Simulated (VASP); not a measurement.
An input for Quantum ESPRESSO's pw.x (written as the equivalent of a VASP run, and not itself run):

```
&CONTROL
  calculation = 'scf'
  pseudo_dir = './pseudo'
  outdir = './out'
  tprnfor = .true.
  tstress = .true.
/
&SYSTEM
  ibrav = 0
  nat = 3
  ntyp = 2
  ecutwfc = 86
  occupations = 'smearing'
  smearing = 'gaussian'
  degauss = 0.003675
  input_dft = 'pbe'
/
&ELECTRONS
  conv_thr = 7.3e-08
  electron_maxstep = 100
/
ATOMIC_SPECIES
  Li 6.940 Li.upf
  Se 78.971 Se.upf
CELL_PARAMETERS angstrom
     0.0000000    3.0600000    3.0600000
     3.0600000    0.0000000    3.0600000
     3.0600000    3.0600000    0.0000000
ATOMIC_POSITIONS crystal
  Li   0.2500000  0.2500000  0.2500000
  Li   0.7500000  0.7500000  0.7500000
  Se   0.0000000  0.0000000  0.0000000
K_POINTS automatic
  5 5 5 0 0 0
```

Q: Translate this input to VASP (INCAR, KPOINTS, POSCAR, choice of POTCAR).

A: This is not unique; one that fits is 
### KPOINTS
```
Automatic mesh
0
Gamma
5 5 5
0 0 0
```

INCAR:
```
# general
SYSTEM   =  Li2Se
PREC     =  Accurate
ENCUT    =  520
LREAL    =  .FALSE.
LASPH    =  .TRUE.

# electronic loop
EDIFF    =  1E-6
NELM     =  100
ALGO     =  Normal
LMAXMIX  =  4

# smearing
ISMEAR   =  0
SIGMA    =  0.05

# functional
GGA      =  PE

# ions
ISIF     =  2

# output
LWAVE    =  .FALSE.
LCHARG   =  .FALSE.
```

POSCAR:
```
Li2Se
1
    0.0000000000     3.0600000000     3.0600000000
    3.0600000000     0.0000000000     3.0600000000
    3.0600000000     3.0600000000     0.0000000000
Li Se
2 1
Direct
  0.2500000000   0.2500000000   0.2500000000
  0.7500000000   0.7500000000   0.7500000000
  0.0000000000   0.0000000000   0.0000000000
```

POTCAR, in this order: Li_sv Se (PBE.64 set). Program: vasp_std.

The two are equivalent in intent, not identical: the potentials are each code's own (VASP's PAW set, PseudoDojo norm-conserving files in pw.x), so ENCUT and ecutwfc are chosen apart and not converted; conv_thr bounds pw.x's estimated SCF error, while EDIFF bounds the energy change between steps.

The compound is Li2Se in the antifluorite structure. The cell was not relaxed at this level.
